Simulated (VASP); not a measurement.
Calculation: LDA (Ceperley-Alder, Perdew-Zunger), VASP's LDA PAW potentials (set 64) (plane waves; VASP).

A VASP calculation is set up with these files.

POSCAR:
```
Be
1
    2.3164170000     0.0000000000     0.0000000000
   -1.1582080000     4.1698530000     0.0000000000
    0.0000000000     0.0000000000    24.0302000000
Be
12
Direct
  0.2945990000   0.5891970000   0.2913000000
  0.9481620000   0.8963240000   0.3509290000
  0.6788750000   0.3577490000   0.3628520000
  0.3324380000   0.6648760000   0.4224810000
  0.0631510000   0.1263010000   0.4344080000
  0.7167140000   0.4334280000   0.4940370000
  0.4474270000   0.8948540000   0.5059630000
  0.1009900000   0.2019800000   0.5655920000
  0.8317030000   0.6634060000   0.5775150000
  0.4852660000   0.9705320000   0.6371440000
  0.2159790000   0.4319580000   0.6490710000
  0.8695420000   0.7390840000   0.7087000000
```

### KPOINTS
```
Automatic mesh
0
Gamma
15 15 1
0 0 0
```

### INCAR
```
SYSTEM = Be
PREC = Accurate; ENCUT = 300; LREAL = .FALSE.
LASPH = .TRUE.
EDIFF = 1E-6; NELM = 100; ALGO = Normal
ISMEAR = -1; SIGMA = 0.1
ISIF = 2
LWAVE = .FALSE.; LCHARG = .FALSE.
```

POTCAR, in this order: Be (LDA.64 set). Program: vasp_std.

The run wrote:

OUTCAR:
```
 ion  position               nearest neighbor table
   1  0.295  0.589  0.291-   2 2.24   2 2.24   3 2.29   3 2.29
   2  0.948  0.896  0.351-   5 2.22   1 2.24   1 2.24   3 2.26   3 2.26   3 2.26   4 2.29   4 2.29
  LATTYP: Found a base centered orthorhombic cell.
 ALAT       =     2.3164170000
 B/A-ratio  =     3.6002610929
 C/A-ratio  =    10.3738661908
 Subroutine PRICEL returns:
 Original cell was already a primitive cell.
 Subroutine GETGRP returns: Found  4 space group operations
The static configuration has the point symmetry C_1h.
 The point group associated with its full space group is C_2h.
The dynamic configuration has the point symmetry C_1h.
 Subroutine INISYM returns: Found  4 space group operations
 Subroutine IBZKPT returns following result:
 Found     64 irreducible k-points:

 Following reciprocal coordinates:
            Coordinates               Weight
  0.000000  0.000000  0.000000      1.000000
  0.066667 -0.000000  0.000000      4.000000
  0.133333 -0.000000  0.000000      4.000000
  0.200000  0.000000  0.000000      4.000000
  0.266667 -0.000000  0.000000      4.000000
  0.333333 -0.000000  0.000000      4.000000
  0.400000  0.000000  0.000000      4.000000
  0.466667  0.000000  0.000000      4.000000
  0.000000  0.066667  0.000000      2.000000
  0.066667  0.066667  0.000000      4.000000
  0.133333  0.066667  0.000000      4.000000
  0.200000  0.066667  0.000000      4.000000
  0.266667  0.066667  0.000000      4.000000
  0.333333  0.066667  0.000000      4.000000
  0.400000  0.066667  0.000000      4.000000
  0.466667  0.066667  0.000000      4.000000
 -0.466667  0.066667  0.000000      4.000000
 -0.400000  0.066667  0.000000      4.000000
 -0.333333  0.066667  0.000000      4.000000
 -0.266667  0.066667  0.000000      4.000000
 -0.200000  0.066667  0.000000      4.000000
...
```

OSZICAR:
```
       N       E                     dE             d eps       ncg     rms          rms(c)
DAV:   1     0.414569886723E+02    0.41457E+02   -0.66385E+03  2448   0.625E+02
DAV:   2    -0.448975036185E+02   -0.86354E+02   -0.83241E+02  3424   0.140E+02
DAV:   3    -0.493484068217E+02   -0.44509E+01   -0.43709E+01  3093   0.328E+01
DAV:   4    -0.494724026025E+02   -0.12400E+00   -0.12353E+00  3804   0.543E+00
DAV:   5    -0.494750807540E+02   -0.26782E-02   -0.26775E-02  3609   0.670E-01    0.461E+00
DAV:   6    -0.468468639073E+02    0.26282E+01   -0.18025E+01  2895   0.126E+01    0.255E+00
DAV:   7    -0.464366093566E+02    0.41025E+00   -0.34499E+00  3018   0.818E+00    0.154E+00
DAV:   8    -0.462738754049E+02    0.16273E+00   -0.90535E-01  2876   0.281E+00    0.568E-01
DAV:   9    -0.462651662878E+02    0.87091E-02   -0.76954E-02  2925   0.987E-01    0.239E-01
DAV:  10    -0.462605097766E+02    0.46565E-02   -0.16801E-02  2970   0.416E-01    0.110E-01
DAV:  11    -0.462611129745E+02   -0.60320E-03   -0.10713E-03  3089   0.141E-01    0.431E-02
DAV:  12    -0.462618960671E+02   -0.78309E-03   -0.70644E-04  2754   0.865E-02    0.227E-02
DAV:  13    -0.462622713976E+02   -0.37533E-03   -0.36935E-04  2967   0.527E-02    0.135E-02
DAV:  14    -0.462623814709E+02   -0.11007E-03   -0.73076E-05  2785   0.276E-02    0.609E-03
DAV:  15    -0.462624818102E+02   -0.10034E-03   -0.49523E-05  2771   0.147E-02    0.366E-03
DAV:  16    -0.462625453659E+02   -0.63556E-04   -0.70115E-06  2494   0.680E-03    0.259E-03
DAV:  17    -0.462626301905E+02   -0.84825E-04   -0.89997E-06  2287   0.609E-03    0.123E-03
DAV:  18    -0.462626694517E+02   -0.39261E-04   -0.28590E-06  2099   0.359E-03    0.576E-04
DAV:  19    -0.462626780328E+02   -0.85811E-05   -0.47121E-07  2052   0.158E-03    0.240E-04
DAV:  20    -0.462626803979E+02   -0.23650E-05   -0.12852E-07  1747   0.804E-04    0.765E-05
DAV:  21    -0.462626806150E+02   -0.21711E-06   -0.14053E-08  1666   0.384E-04
   1 F= -.46262681E+02 E0= -.46215464E+02  d E =-.944323E-01
```

**OUTCAR**
```
------------------------ aborting loop because EDIFF is reached ----------------------------------------
  FORCE on cell =-STRESS in cart. coord.  units (eV):
  Direction    XX          YY          ZZ          XY          YZ          ZX
  --------------------------------------------------------------------------------------
  Total       -8.8184441     -9.5202248     -5.2713481     -0.0000011      0.5824991      0.0000001
  in kB      -60.8706126    -65.7147579    -36.3862586     -0.0000079      4.0207864      0.0000005
  external PRESSURE =     -54.3238764 kB  Pullay stress =       0.0000000 kB
  volume of cell :      232.11
      direct lattice vectors                 reciprocal lattice vectors
     2.316417000  0.000000000  0.000000000     0.431701201  0.119908252  0.000000000
    -1.158208000  4.169853000  0.000000000     0.000000000  0.239816607  0.000000000
     0.000000000  0.000000000 24.030200000     0.000000000  0.000000000  0.041614302
 POSITION                                       TOTAL-FORCE (eV/Angst)
 -----------------------------------------------------------------------------------
      0.00000      2.45686      7.00000        -0.000000     -0.065425      0.825719
      1.15821      3.73754      8.43289         0.000000      0.076637     -0.189507
      1.15821      1.49176      8.71941        -0.000000     -0.118179     -0.188859
      0.00000      2.77244     10.15230         0.000000      0.117798     -0.177456
      0.00000      0.52666     10.43891        -0.000000     -0.042249      0.093988
      1.15821      1.80733     11.87181        -0.000000     -0.009788     -0.180572
      0.00000      3.73141     12.15839         0.000000      0.009788      0.180572
      0.00000      0.84223     13.59129         0.000000      0.042249     -0.093988
      1.15821      2.76631     13.87780        -0.000000     -0.117798      0.177456
      0.00000      4.04698     15.31070         0.000000      0.118179      0.188859
      0.00000      1.80120     15.59731        -0.000000     -0.076637      0.189507
      1.15821      3.08187     17.03020         0.000000      0.065425     -0.825719
 -----------------------------------------------------------------------------------
    total drift:                                0.000009      0.000428      0.009673
  FREE ENERGIE OF THE ION-ELECTRON SYSTEM (eV)
  ---------------------------------------------------
  free  energy   TOTEN  =       -46.2626806150 eV

  energy  without entropy=      -46.1682483568  energy(sigma->0) =      -46.21546449
```
(Selected blocks of OUTCAR.)

File OUTCAR:
```
 val. band max:        0.1201498967   @ k =   0.2000   0.0667   0.0000

 cond. band min:       0.1273345586   @ k =  -0.4000   0.0667   0.0000


 Fermi energy:         0.1230399518

 k-point     1 :       0.0000    0.0000    0.0000
  band No.  band energies     occupation
      1     -10.4179      2.00000
      2      -9.5621      2.00000
      3      -8.3124      2.00000
      4      -6.7932      2.00000
      5      -5.2697      2.00000
      6      -4.2602      2.00000
      7      -4.2506      2.00000
      8      -3.9398      2.00000
      9      -3.8387      2.00000
     10      -3.1247      2.00000
     11      -2.9766      2.00000
     12      -0.6587      1.99919
     13      -0.3292      1.97851
     14       0.1195      1.01767
     15       0.1716      0.76184
     16       1.9555      0.00000
     17       2.7721      0.00000
     18       3.2947      0.00000
     19       3.8953      0.00000

 k-point     2 :       0.0667   -0.0000    0.0000
  band No.  band energies     occupation
      1     -10.3194      2.00000
      2      -9.4634      2.00000
      3      -8.2133      2.00000
      4      -6.6936      2.00000
      5      -5.1731      2.00000
      6      -4.4899      2.00000
      7      -3.9971      2.00000
      8      -3.8839      2.00000
      9      -3.6047      2.00000
     10      -2.9875      2.00000
     11      -2.8497      2.00000
     12      -0.5672      1.99799
     13      -0.2228      1.93896
     14       0.2152      0.56941
     15       0.2504      0.43713
     16       2.0023      0.00000
     17       2.7974      0.00000
     18       3.3678      0.00000
     19       3.8884      0.00000

 k-point     3 :       0.1333   -0.0000    0.0000
  band No.  band energies     occupation
      1     -10.0237      2.00000
      2      -9.1674      2.00000
      3      -7.9169      2.00000
      4      -6.3967      2.00000
      5      -4.8973      2.00000
      6      -4.5380      2.00000
      7      -3.9293      2.00000
...
```

At this cut-off the stress carries a Pulay error, which pulls relaxed volumes low. The cell holds a wide vacuum, so values per volume refer to the whole cell.

The cell is a sheet with vacuum, built from a database entry that may be metastable or hypothetical.
